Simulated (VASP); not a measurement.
# Hf2PbO3: single point with PBE

The system is Hf2PbO3.

```
CELL_PARAMETERS angstrom
5.57875 0.00000 0.00000
-2.78938 4.83134 0.00000
0.00000 0.00000 3.08467
ATOMIC_POSITIONS crystal
Hf 0.33333 0.66667 0.00000
Hf 0.66667 0.33333 0.00000
Pb 0.00000 0.00000 0.00000
O 0.50000 0.00000 0.50000
O 0.50000 0.50000 0.50000
O 0.00000 0.50000 0.50000
```

The cell was built by a generator and needn't be a form met in nature.

The cell isn't the ideal one: species swapped into the LaAl2Ag3 type (P6/mmm, No. 191).

```yaml
Program: VASP 6.6.1
Task: single point
Functional: PBE
Potentials_or_basis: VASP PAW PBE potentials, release 64 (Hf_pv, Pb_d, O)
Cutoff: 520 eV
k_mesh: 6 × 6 × 4
Occupations: gaussian, width 0.1 eV
Spin: no spin polarisation
Dipole_correction: no
Further_INCAR_settings: ALGO = Fast; EDIFF = 1e-07; NBANDS = 35
```

The pressure is -2.0 GPa and the band gap on the k mesh is none (metal or under the smearing width).

Stress tensor (GPa, compression positive):
```
-1.69  0.00  0.00
 0.00 -1.69  0.00
 0.00  0.00 -2.70
```

Levels at points of the mesh, in eV from the Fermi level:
```tsv
k point	band 24	band 25	band 26	band 27	band 28	band 29
(0.00, 0.00, 0.00)	-3.82	-1.80	0.73	0.73	1.04	1.04
(0.50, 0.00, 0.00)	-4.51	-2.99	0.27	0.37	1.14	1.91
(0.00, 0.00, 0.50)	-3.50	-2.29	-1.88	-1.88	2.57	2.57
(0.50, 0.00, 0.50)	-3.90	-1.09	-1.00	0.47	1.90	2.03
```

It took 2.7 min on 1 thread of AMD EPYC 7R13 Processor (Zen 3) (shared host), peak memory 0.2 GiB.

Caveat: the k mesh is coarse (spacing up to 0.51 Å⁻¹), so the values aren't converged. The run has no spin-orbit coupling, so splittings on Hf, Pb are missing.
